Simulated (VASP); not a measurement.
# Wall time of one PBEsol SCF run on rock-salt SnAs against electronic solver and density mixing

SnAs in the rock-salt structure has one tin and one arsenic atom per primitive cell. With four and five valence s and p electrons the count is odd, so without spin polarisation a band stays partly filled and the compound is a metal. Metals are where density mixing can go wrong, because mobile electrons overscreen an error in the trial density. My question is how much the solver and the mixer change the wall time of one self-consistent run at fixed atoms. It matters for surveys of metallic compounds, where such a run is repeated many times. I take the times in seconds and compare them with the run ALGO = Normal, which also sets the zero of the energy error.

## Calculations

A cell from the Materials Project database. VASP 6.6.1, plane waves with PAW, PBEsol, 2 atoms at fixed positions, no spin polarisation, no spin-orbit coupling. Held fixed: cutoff 400 eV, k mesh 7×7×7, ISMEAR = -1, SIGMA = 0.05 eV and 2 MPI ranks. Each row is named by the tags or value that set it apart; differences are taken from the run 'ALGO = Normal'. All ran on AMD EPYC 7R43 64-Core Processor (Zen 3), shared with other work, so times are rough.

Notes on method and selection:

- Runs that did not converge, have known faults or may not be shown are not listed, and runs on Ansatz's PAW sets soft_1 and soft_2 are kept to separate tables.

Columns:

- energy error (meV/atom): energy per atom extrapolated to zero smearing, less that of the reference (ALGO = Normal).
- cycles: SCF cycles.

Input lines of one member:

```
PREC = Accurate
ENCUT = 400
EDIFF = 1E-06
NELM = 100
ISMEAR = -1
SIGMA = 0.05
LREAL = .FALSE.
ALGO = Normal
GGA = PS
NBANDS = 15
LORBIT = 11
KPAR = 2
ISIF = 2
```

Command (options for logging and memory left out): `mpirun -np 2 vasp_std`

## Numbers

| member | energy error (meV/atom) | cycles | wall time (s) |
| --- | --- | --- | --- |
| ALGO = Damped | 0.000 | 20 | 9.00 |
| AMIX = 0.1, BMIX = 0.01 | 0.000 | 14 | 8.60 |
| AMIX = 0.8 | 0.000 | 11 | 7.00 |
| ALGO = VeryFast | 0.000 | 20 | 11.20 |
| ALGO = Normal | 0.000 | 12 | 7.00 |
| IMIX = 1, AMIX = 0.2 | 0.001 | 24 | ? |
| ALGO = All | 0.000 | 16 | 9.40 |
| ALGO = Fast | 0.000 | 13 | 9.00 |

Cells marked ? are withheld until the estimate has been made.

## Mechanism

The energies first: every run ends within 0.001 meV/atom of ALGO = Normal, so the settings change the path to the ground state and leave the result alone.

The times run from 7.00 s to 11.20 s, a ratio of 11.20 / 7.00 = 1.6. On a shared host that is too little to rank the solvers. The cycle counts are firmer evidence. With the Normal solver, AMIX = 0.8 needs 11 cycles, the default mixing 12, and AMIX = 0.1 with BMIX = 0.01 needs 14. Even an eightfold change of AMIX, with BMIX changed as well, therefore costs only three cycles. I put this down to two things. The mixer in these runs keeps a history of earlier densities and corrects a poor first step from it. The cell is also tiny, so it has no long-wavelength density waves, which are the ones a metal overscreens most.

Each cycle repeats the work on the orbitals, so time should follow a fixed start-up plus a cost per cycle. Five of the timed runs mix the density: the three with the Normal solver, Fast and VeryFast. Their mean cycle count is (14 + 11 + 12 + 13 + 20) / 5 = 14 and their mean time is (8.60 + 7.00 + 7.00 + 9.00 + 11.20) / 5 = 8.56 s. The squared deviations of the cycle count from its mean sum to 50, so the least-squares slope is (0 × 8.60 − 3 × 7.00 − 2 × 7.00 − 1 × 9.00 + 6 × 11.20) / 50 = 0.464 s per cycle, and the intercept is 8.56 − 0.464 × 14 = 2.06 s. The line is

$$t = 2.06 + 0.464\,n,$$

with $t$ in seconds and $n$ the number of cycles. Leaving out each run in turn, the line misses by 1.0 s (root mean square), against about 1.9 s for the mean of the others, so the cycle count does carry information.

The two solvers that optimise the orbitals directly are a separate test. ALGO = All fits: the line gives 2.06 + 0.464 × 16 = 9.5 s, against 9.40 s. ALGO = Damped does not: the line gives 2.06 + 0.464 × 20 = 11.3 s, against 9.00 s. A cycle is not the same amount of work in every solver, and I use the line only for runs that mix the density.

## An estimate before looking

Plain estimates from the members shown:

- IMIX = 1, AMIX = 0.2, mean of the 7 members shown: 8.74 s, standard deviation 1.3

The run with IMIX = 1 and AMIX = 0.2 took 24 cycles, twice the 12 of ALGO = Normal. That fits the physics: IMIX = 1 mixes without a history, so each step removes only a fraction of the density error, and a small AMIX keeps that fraction small. The mixing itself costs almost nothing beside the work on the orbitals, so a cycle should cost about what it does in the other density-mixing runs.

The mean of the seven members, 8.74 s, ignores the cycle count, and I set it aside. The line for density-mixing runs gives 2.06 + 0.464 × 24 = 13.2 s.

As a trial I left out VeryFast and refitted the other four. That line predicts 13.0 s at 20 cycles, against 11.20 s in the table, a miss of 1.8 s. It was a harsh trial, since those four runs span only 11 to 14 cycles. It also shows that the slope leans on VeryFast, whose solver is not that of the run to be estimated.

For the error bar, the scatter about the five-point line (root of the summed squared residuals over 5 − 2 = 3) is roughly 0.65 s. The mean cycle count is 14 and the squared deviations from it sum to 50, so at 24 cycles the standard error is 0.65 × √(1 + 1/5 + 10²/50) = 1.2 s. The largest term under the root is the last, because the new run lies ten cycles from the mean of the fit and beyond its longest run.

**Committed estimate, IMIX = 1, AMIX = 0.2: wall time = 13.2 ± 1.2 s.**

## Check

| member | energy error (meV/atom) | cycles | wall time (s) |
| --- | --- | --- | --- |
| IMIX = 1, AMIX = 0.2 | 0.001 | 24 | 13.80 |

| member | estimate | wall time (s) | computed | estimate − computed | miss in error bars |
| --- | --- | --- | --- | --- | --- |
| IMIX = 1, AMIX = 0.2 | committed | 13.20 | 13.80 | −0.60 | 0.5 |
| IMIX = 1, AMIX = 0.2 | mean | 8.74 | 13.80 | −5.06 |  |

The run took 13.80 s against my estimate of 13.2 ± 1.2 s, so the miss of 0.60 s is half an error bar. The mean of the other seven was 5.06 s too low.

The argument from the cycle count held. Plain mixing without a history, at AMIX = 0.2, took twice the cycles of ALGO = Normal, and each cycle cost about what it does in the other density-mixing runs. The extra time therefore comes from repeating the work on the orbitals, with no sign of a dearer cycle.

One earlier statement of mine was too broad. I wrote that the settings leave the result alone, and that is true of the energy only. The pressure and the Fermi level of this run differ visibly from those of the others, although its energy agrees to 0.001 meV/atom. Near the ground state the energy error goes with the square of the density error, while the pressure error is of first order. Slow mixing also makes the energy change little from one cycle to the next, so the run can meet its stopping threshold with more density error left.

## Departures from the trend

With the new run included, the line through the six density-mixing runs becomes

$$t = 1.6 + 0.50\,n,$$

with $t$ in seconds and $n$ the number of cycles. The run with IMIX = 1 has the longest time of the series, but it lies only 0.2 s above this line. As the run with the most cycles it pulls the line towards itself, so the fairer test is the earlier line, which was fitted without it and missed it by 0.60 s. Its cycle count accounts for most of its time.

ALGO = Damped stands farthest off. The line gives 1.6 + 0.50 × 20 = 11.6 s, and the run took 9.00 s, which is 2.6 s less. A possible reason is that a damped step moves the orbitals once along their gradient, which is less work than the repeated improvement of blocks of bands in a Normal cycle. That has the right sign, but uneven load on the shared host could account for part of the gap.

ALGO = Fast lies 0.9 s above the line. With rough times I give that no cause.

## What to take away

Between 11 and 24 cycles, the cycle count predicts the time of a density-mixing run on this cell. Leaving out each of the six runs in turn, the line misses by 0.7 s (root mean square), against about 2.9 s for the mean of the others. The rule doesn't carry over to ALGO = Damped. As for the solver, at default mixing the times go from 7.00 s for Normal to 11.20 s for VeryFast. No other solver beat Normal here, but one rough time for each is too little for a firm ranking.

In practice, plain mixing with AMIX = 0.2 costs 13.80 − 7.00 = 6.80 s more than the default. Over a thousand such runs that is 1000 × 6.80 / 3600 = 1.9 hours, and the pressure comes out less well converged. I would keep the default mixer here, and tighten EDIFF if plain mixing had to be used for pressures.

Spin-orbit coupling, which is off, should lengthen a run by more than the whole spread of the table. Two-component orbitals and twice as many bands would make each cycle roughly four times as dear, or more where symmetry is lost.

[Logs are printed without paths, hosts, clocks, repeated set-up lines and the standing remarks that a program may print on its own settings, such as how far it seeks lower states.]
